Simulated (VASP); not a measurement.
```
CELL_PARAMETERS angstrom
      1.55652    -2.69597     0.00000
      1.55652     2.69597     0.00000
      0.00000     0.00000     4.93718
ATOMIC_POSITIONS crystal
  Hf 0.33333 0.66667 0.25000
  Hf 0.66667 0.33333 0.75000
```

These are PBE GGA, VASP's PBE PAW potentials (set 64) (plane waves; VASP 6.6.1) values and carry that method's errors. Run with 500 eV cut-off, 13×13×8 Γ-centred mesh, first-order Methfessel-Paxton smearing of 0.10 eV, potentials Hf_pv.

Energy and stress use the plane-wave basis of the starting cell.

Question: The ions, cell shape and volume at an external pressure of 20.0 GPa are relaxed. Predict the relaxed structure.

Answer: 
```
CELL_PARAMETERS angstrom
      1.52158    -2.63546     0.00000
      1.52158     2.63546     0.00000
      0.00000     0.00000     4.84857
ATOMIC_POSITIONS crystal
  Hf 0.33333 0.66667 0.25000
  Hf 0.66667 0.33333 0.75000
```
Space group P6_3/mmc (194), at a tolerance of 0.03 Å.

Question: How do energy and volume change from the first to the last step?

Answer: The energy (σ→0) changes by +117.8 meV/atom and the volume by -6.2 %, in 8 ionic steps.

| step | E(σ→0) (eV) | max force (eV/Å) | pressure (GPa) | volume (Å³) |
|---|---|---|---|---|
| 1 | -19.7501 | 0.000 | 9.98 | 41.44 |
| 2 | -18.5596 | 0.000 | 46.67 | 34.14 |
| 3 | -19.5267 | 0.000 | 19.60 | 38.99 |
| 4 | -19.5160 | 0.000 | 19.98 | 38.90 |
| 5 | -19.5098 | 0.000 | 20.20 | 38.85 |
| 6 | -19.5249 | 0.000 | 19.68 | 38.97 |
| 7 | -19.5201 | 0.000 | 19.85 | 38.93 |
| 8 | -19.5145 | 0.000 | 20.04 | 38.89 |

The compound is Hf in the hcp structure. This run relaxes it under an external pressure of 20 GPa. Symmetry was kept, so distortions that lower it aren't found.
